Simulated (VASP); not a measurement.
OSZICAR of a VASP run on CdSe (wurtzite):

File OSZICAR:
```
       N       E                     dE             d eps       ncg     rms          rms(c)
DAV:   1     0.240711094168E+03    0.24071E+03   -0.17150E+04   924   0.146E+03
DAV:   2     0.147996637523E+01   -0.23923E+03   -0.23386E+03  1044   0.344E+02
DAV:   3    -0.116474644179E+02   -0.13127E+02   -0.13086E+02  1122   0.806E+01
DAV:   4    -0.117636318864E+02   -0.11617E+00   -0.11613E+00  1014   0.745E+00
DAV:   5    -0.117646485041E+02   -0.10166E-02   -0.10166E-02  1110   0.636E-01    0.806E+00
DAV:   6    -0.110226811181E+02    0.74197E+00   -0.16981E+00  1074   0.124E+01    0.637E+00
DAV:   7    -0.109920555028E+02    0.30626E-01   -0.55700E-01  1050   0.409E+00    0.262E+00
DAV:   8    -0.109913023509E+02    0.75315E-03   -0.57605E-02   978   0.263E+00    0.351E-01
DAV:   9    -0.109911364281E+02    0.16592E-03   -0.91499E-03  1056   0.118E+00    0.112E-01
DAV:  10    -0.109912967904E+02   -0.16036E-03   -0.95673E-04  1014   0.362E-01    0.771E-02
DAV:  11    -0.109914230042E+02   -0.12621E-03   -0.32547E-04   966   0.123E-01    0.240E-02
DAV:  12    -0.109913920234E+02    0.30981E-04   -0.13105E-04  1114   0.115E-01    0.734E-03
DAV:  13    -0.109913958580E+02   -0.38346E-05   -0.20793E-05   996   0.247E-02    0.899E-03
DAV:  14    -0.109913952603E+02    0.59762E-06   -0.15158E-06   802   0.743E-03
   1 F= -.10991395E+02 E0= -.10991395E+02  d E =-.109914E+02
```

**Question.** Which electronic solver shows in the log?

**Answer.** It is blocked Davidson (ALGO = Normal, or the opening steps of other solvers). The INCAR had ALGO = Normal.

**Question.** Can the final energy be trusted as converged?

**Answer.** The run converged. It stopped with EDIFF = 1E-6, NELM = 100, NSW = 60 and EDIFFG = -0.01 after 1 ionic step (PBE GGA, plane waves, VASP's PBE PAW potentials (set 64)).

The compound is CdSe in the wurtzite structure. It was relaxed first, which changed the volume by +7 %. The start is the result of an earlier pass.
